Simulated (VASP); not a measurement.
Consider the following.

```yaml
crystal:
  lattice:
    - [0.00000, 2.48287, 2.48287]
    - [2.48287, 0.00000, 2.48287]
    - [2.48287, 2.48287, 0.00000]
  atoms:
    - { symbol: Y, position: [0.00000, 0.00000, 0.00000] }
    - { symbol: N, position: [0.50000, 0.50000, 0.50000] }
```

The numbers are results of PBE GGA with D3 dispersion (zero damping), VASP's PBE PAW potentials (set 64) (plane waves; VASP), not measurements. Settings: 520 eV cut-off, 9×9×9 Γ-centred mesh, Gaussian smearing of 0.050 eV, potentials Y_sv N.

Task: Give the stress tensor in GPa (positive for a compressed cell).

Result: 
```
-8.56   0.00   0.00
 0.00  -8.56   0.00
 0.00   0.00  -8.56
```
The pressure is its mean diagonal, -8.56 GPa.

The compound is YN in the rock salt structure. This cell is one point of a volume scan, at 1.06 of the reference volume.
